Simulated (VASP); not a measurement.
A run of VASP 6.6.1 is set up as follows.

INCAR

```
ALGO = Normal ; EDIFF = 1E-7
ENCUT = 400 ; GGA = PE
ISIF = 2 ; ISMEAR = 0
LASPH = T ; LCHARG = F
LREAL = F ; LWAVE = F
NBANDS = 16 ; NELM = 100
PREC = Accurate ; SIGMA = 0.02
```

File KPOINTS:

```
k-points
0
Gamma
  8 8 8
```

Contents of POSCAR:

```
ZnSe
1.0
    0.0000000000      2.8338000000      2.8338000000
    2.8338000000      0.0000000000      2.8338000000
    2.8338000000      2.8338000000      0.0000000000
Zn Se
1 1
Direct
    0.0000000000      0.0000000000      0.0000000000
    0.2500000000      0.2500000000      0.2500000000
```

Potentials or basis: VASP PAW PBE potentials, release 64 (Zn, Se).

Command:

```sh
$ cat potpaw_PBE.64/Zn/POTCAR potpaw_PBE.64/Se/POTCAR > POTCAR
$ mpirun -np 1 vasp_std > vasp.out
```

(1) What does it give for the band gap on the k mesh?

(2) Estimate the pressure.

Results:

(1) 1.29 eV, direct.

(2) 2.1 GPa.

**The experiment to reproduce.**

“Alloy Disordering Effects on the Thermal Conductivity and Energy Gap Temperature Dependence of Cd1−xZnxSe Ternary Crystals Grown by the Bridgman Method”, 2023, pmc:10253836 reports, for a bulk crystal of ZnSe at 300 K: band gap 2.695 ± 0.003 eV (an exciton energy, a little under the gap).

Against the measured gap of ZnSe, 2.695 eV (an exciton energy, a little under the gap; 300 K; “Alloy Disordering Effects on the Thermal Conductivity and Energy Gap Temperature Dependence of Cd1−xZnxSe Ternary Crystals Grown by the Bridgman Method”, 2023, pmc:10253836), the calculated 1.29 eV is off by -1.41 eV. So large a miss can be the level of theory's own, or it may mean another phase, state or a wrong row. Spin-orbit coupling on Se is left out. The value is that of PBE, without temperature or zero-point motion. Semilocal functionals fall short of measured gaps as a rule.
